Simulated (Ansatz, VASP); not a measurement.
SrLaMnO3 in VASP and in Ansatz

INCAR

```
PREC = Accurate
ENCUT = 520
EDIFF = 1E-7
ISMEAR = -1
SIGMA = 0.05
LREAL = False
LASPH = True
NELM = 150
ALGO = Normal
ISIF = 2
LWAVE = False
LCHARG = False
ISPIN = 2
MAGMOM = 0 0 4 0 0 0
LORBIT = 11
LMAXMIX = 6
GGA = PE
NBANDS = 39
```

Contents of KPOINTS:

```
Automatic mesh
0
Gamma
  7 7 8
```

File POSCAR:

```
SrLaMnO3
1.0
    6.8030298793     -1.9533509424      0.0000000000
    6.8030298793      1.9533509424      0.0000000000
   -0.9068507289      0.0000000000      3.4186981222
La Sr Mn O
1 1 1 3
Direct
    0.6477200000      0.6477200000      0.6263080000
    0.3542590000      0.3542590000      0.3382430000
    0.9958270000      0.9958270000      0.9785650000
    0.5080155000      0.5080155000      0.9835080000
    0.8247205000      0.8247205000      0.8188640000
    0.1694615000      0.1694615000      0.1695110000
```

The input input.yaml:

```yaml
crystal:
  lattice:
    - [6.8030298793, -1.9533509424, 0.0]
    - [6.8030298793, 1.9533509424, 0.0]
    - [-0.9068507289, 0.0, 3.4186981222]
  atoms:
    - { symbol: La, position: [0.64772, 0.64772, 0.626308] }
    - { symbol: Sr, position: [0.354259, 0.354259, 0.338243] }
    - { symbol: Mn, position: [0.995827, 0.995827, 0.978565], spin: 4.0 }
    - { symbol: O, position: [0.5080155, 0.5080155, 0.983508] }
    - { symbol: O, position: [0.8247205, 0.8247205, 0.818864] }
    - { symbol: O, position: [0.1694615, 0.1694615, 0.169511] }
hamiltonian:
  xc: pbe
  pseudopotentials: { kind: paw }
magnetization:
  spin_polarized: true
kpoints:
  mp_grid: { grid: [7, 7, 8] }
scf:
  occupations: { method: fermi_dirac, width: 0.05 }
output:
  forces: true
  stress: true
  eigenvalues: true
```

Change from the starting cell: volume scaled by 0.96.

Alike in both runs: task single point; functional PBE; k mesh 7 × 7 × 8; occupations fermi-dirac, width 0.05 eV; collinear spin, ferromagnetic start.

```csv
,VASP,Ansatz
version,VASP 6.6.1,Ansatz 0.2.0
potentials or method,"VASP PAW PBE potentials, release 64 (La, Sr_sv, Mn_pv, O)",Ansatz PAW
plane-wave cutoff (eV),520,420
valence electrons in the cell,52,54
```

|  | VASP | Ansatz | Ansatz less VASP |
| --- | --- | --- | --- |
| gap on the k mesh at the Fermi level (eV) | none | none | - |
| pressure (GPa) | 2.0 | 1.7 | -0.24 |
| largest component of the traceless stress (GPa) | 1.93 | 2.16 | +0.227 |
| rms of the force components (eV/Å) | 0.115 | 0.118 | +0.0034 |
| net moment per atom (μB) | 0.67 | 0.67 | 0.000 |
| size of the moment on the site where the two differ most (μB) | 3.81 | 3.34 | -0.468 |

Site moments also hang on the region over which each program counts them. Atom by atom the forces differ by 0.016 eV/Å (rms over components). A gap of «none» marks a metal or a gap that the smearing closes. The two sets of potentials don't hold the same shells in valence.

Caveats: a cell with one magnetic atom can't hold antiferromagnetic order, which such compounds often take; semilocal functionals often make such compounds metallic where correlation or magnetic order opens a gap, which also shifts bond lengths; the pressure holds a Pulay correction of +0.4 GPa for the finite cutoff (Ansatz). The runs have no spin-orbit coupling, so splittings on La are missing.
